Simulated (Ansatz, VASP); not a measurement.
# BiAs: VASP beside Ansatz, part 2 of 2

One calculation is typed for both programs; each brings its own data sets. How far apart do they land? The cell is generated by rule, not measured, and may not be a known phase. The cell is taken from a series of runs on this material, whose earlier steps may have relaxed, scaled, displaced or heated it; both programs get it as it stands.

VASP 6.6.1 and Ansatz 0.2.0.

So far: The starting structure; Ansatz: relaxation of cell and atoms, PBE; VASP: relaxation of cell and atoms, PBE.

**3. VASP: relaxation of cell and atoms, PBE (continued)**

Level of this step: PBE; plane waves and PAW (Bi_d, As); invented cell (VASP).

Numbers of over 12 decimals in the logs are rounded to 6 here.

Parts of OUTCAR (step 3):

```text
ion  position               nearest neighbor table
   1  0.476  0.476  0.000-   8 2.87   6 3.03   5 3.03   8 3.03   8 3.03   8 3.18
   2  0.524  0.524  0.500-   7 2.87   6 3.03   5 3.03   7 3.03   7 3.03   7 3.18
   3  0.976  0.024  0.750-   5 2.87   7 3.03   8 3.03   5 3.03   5 3.03   5 3.18
   4  0.024  0.976  0.250-   6 2.87   7 3.03   8 3.03   6 3.03   6 3.03   6 3.18
   5  0.502  0.498  0.750-   3 2.87   2 3.03   1 3.03   3 3.03   3 3.03   3 3.18
   6  0.498  0.502  0.250-   4 2.87   2 3.03   1 3.03   4 3.03   4 3.03   4 3.18
   7  0.998  0.998  0.500-   2 2.87   3 3.03   4 3.03   2 3.03   2 3.03   2 3.18
   8  0.002  0.002  0.000-   1 2.87   3 3.03   4 3.03   1 3.03   1 3.03   1 3.18

  LATTYP: Found a simple tetragonal cell.
 ALAT       =     4.2802400000
 C/A-ratio  =     2.8261251706

 Subroutine GETGRP returns: Found  8 space group operations
 (whereof  2 operations were pure point group operations)

The static configuration has the point symmetry C_2 .
 The point group associated with its full space group is D_4 .

 Found     45 irreducible k-points:

   k-points           NKPTS =     45   k-points in BZ     NKDIM =     45   number of bands    NBANDS=     49

   dimension x,y,z NGX =    32 NGY =   32 NGZ =   90
   dimension x,y,z NGXF=    64 NGYF=   64 NGZF=  180

   ENCUT  =  500.0 eV  36.75 Ry    6.06 a.u.   7.80  7.80 22.05*2*pi/ulx,y,z

   NELECT =      80.0000    total number of electrons

 k-points in reciprocal lattice and weights: Automatic mesh
   0.00000000  0.00000000  0.00000000       0.004
   0.12500000  0.00000000  0.00000000       0.016
   0.25000000  0.00000000  0.00000000       0.016
   0.37500000  0.00000000  0.00000000       0.016
   0.50000000  0.00000000  0.00000000       0.008
   0.12500000  0.12500000  0.00000000       0.016
   0.25000000  0.12500000  0.00000000       0.031
   0.37500000  0.12500000  0.00000000       0.031
   0.50000000  0.12500000  0.00000000       0.016
[...]
0.50000000  0.37500000  0.50000000       0.016
   0.50000000  0.50000000  0.50000000       0.004

 average (electrostatic) potential at core
       1-105.1698       2-105.1698       3-105.1698       4-105.1698       5 -48.4438
       6 -48.4438       7 -48.4438       8 -48.4438

 E-fermi :   6.0487

 k-point     1 :       0.0000    0.0000    0.0000
  band No.  band energies     occupation
    ...
     36       4.0757      2.00000
     37       4.0757      2.00000
     38       4.5661      2.00000
     39       4.5770      2.00000
     40       4.5770      2.00000
     41       8.3049     -0.00000
     42       8.3049     -0.00000
     43       8.6553     -0.00000
     44       9.2474     -0.00000
     45       9.2474     -0.00000
    ...

 k-point     2 :       0.1250    0.0000    0.0000
  band No.  band energies     occupation
    ...
     36       4.1629      2.00000
     37       4.2126      2.00000
     38       4.4019      2.00000
     39       4.7155      2.00000
     40       4.8158      2.00000
     41       8.0537     -0.00000
     42       8.0577     -0.00000
     43       8.8033     -0.00000
     44       8.8816     -0.00000
     45       8.9271     -0.00000
    ...

 k-point     3 :       0.2500    0.0000    0.0000
  band No.  band energies     occupation
    ...
     36       4.1402      2.00000
     37       4.5909      2.00000
     38       4.6036      2.00000
     39       5.1032      2.00000
     40       5.4034      2.00005
     41       7.3847     -0.00000
     42       7.3935     -0.00000
     43       7.5468     -0.00000
     44       7.7386     -0.00000
     45       8.2992     -0.00000
    ...

  Total       -0.0267992     -0.0267992     -0.0142686      0.0000000      0.0000000      0.0000000
  in kB       -0.1936361     -0.1936361     -0.1030969      0.0000000      0.0000000      0.0000000
  external PRESSURE =      -0.1634564 kB  Pullay stress =       0.0000000 kB

  energy-cutoff  :      500.00
  volume of cell :      221.74
      direct lattice vectors                 reciprocal lattice vectors
     4.281361426  0.000000000 -0.000000000     0.233570563 -0.000000000  0.000000000
     0.000000000  4.281361426  0.000000000    -0.000000000  0.233570563 -0.000000000
    -0.000000000  0.000000000 12.097109386     0.000000000 -0.000000000  0.082664376

 POSITION                                       TOTAL-FORCE (eV/Angst)
 -----------------------------------------------------------------------------------
      2.03830      2.03830     12.09711         0.002400      0.002400      0.000000
      2.24306      2.24306      6.04855        -0.002400     -0.002400     -0.000000
      4.17898      0.10238      9.07283         0.002400     -0.002400     -0.000000
      0.10238      4.17898      3.02428        -0.002400      0.002400      0.000000
      2.14986      2.13151      9.07283        -0.002158      0.002158      0.000000
      2.13151      2.14986      3.02428         0.002158     -0.002158     -0.000000
      4.27219      4.27219      6.04855         0.002158      0.002158      0.000000
      0.00917      0.00917     12.09711        -0.002158     -0.002158     -0.000000
 -----------------------------------------------------------------------------------
    total drift:                                0.000000     -0.000000     -0.000000

  FREE ENERGIE OF THE ION-ELECTRON SYSTEM (eV)
  ---------------------------------------------------
  free  energy   TOTEN  =       -34.0777971177 eV

  energy  without entropy=      -34.0896874170  energy(sigma->0) =      -34.08176055

 reached required accuracy - stopping structural energy minimisation

 total charge
# of ion       s       p       d       tot
------------------------------------------
    1        1.574   1.170   9.943  12.687
    2        1.574   1.170   9.943  12.687
    3        1.574   1.170   9.943  12.687
    4        1.574   1.170   9.943  12.687
    5        1.275   1.409   0.023   2.706
    6        1.275   1.409   0.023   2.706
    7        1.275   1.409   0.023   2.706
    8        1.275   1.409   0.023   2.706
--------------------------------------------------
tot         11.395  10.318  39.861  61.574

[... 3 further parts left out ...]
```

CONTCAR:

```
BiAs
   1.00000000000000
     4.2813614257458950    0.0000000000000000   -0.0000000000000000
     0.0000000000000000    4.2813614257458950    0.0000000000000000
    -0.0000000000000000    0.0000000000000000   12.0971093856595893
  Bi              As
     4     4
Direct
     0.4760867770469066    0.4760867770469066    1.0000000000000000
     0.5239132229530934    0.5239132229530934    0.5000000000000000
     0.9760867770469066    0.0239132229530934    0.7500000000000000
     0.0239132229530934    0.9760867770469066    0.2500000000000000
     0.5021429450704948    0.4978570549295052    0.7500000000000000
     0.4978570549295052    0.5021429450704948    0.2500000000000000
     0.9978570549295052    0.9978570549295052    0.5000000000000000
     0.0021429450704948    0.0021429450704948    1.0000000000000000
```

**4. Side by side**

Known differences besides the potentials themselves: the data sets hold 120 valence electrons in Ansatz (on its default PAW (the set named soft_2) files) and 80 in VASP; the cutoff is 420 eV in Ansatz and 500 eV in VASP; Ansatz adds a Pulay correction to the stress that steers its cell, VASP none. Total energies have different zeros and are not compared.

The two programs side by side:

| quantity | Ansatz | VASP | difference |
| --- | --- | --- | --- |
| volume (Å³) | 221.61 | 221.74 | -0.06 % |
| edge a after relaxation, in the typed setting (Å) | 4.280 | 4.281 | -0.02 % |
| edge c after relaxation, in the typed setting (Å) | 12.095 | 12.097 | -0.02 % |

**5. Results**

* difference in volume (relaxation of cell and atoms, PBE): -0.059 %

The difference in volume is -0.059 % (relaxation of cell and atoms, PBE), within the 1.2 % picked in this series as the mark of a large difference, as far as the stopping tolerances let one tell. The data sets hold unlike numbers of valence electrons (120 in Ansatz and 80 in VASP), so part of the differences comes from the potentials. 1 further run of this series is not shown here. Such differences can come from data sets, numerical settings and the points named under the comparisons, not from the functional's error against experiment.

[Lines on the potential files, build, host, timing and source positions are cut from VASP's logs without a mark.]

[Logs are printed without paths, hosts, clocks, repeated set-up lines and the standing remarks that a program may print on its own settings, such as how far it seeks lower states.]

[Hosts, paths, dates, database ids (printed as entryN), source tags and the programs' standing remarks are cut or masked in the printed files.]
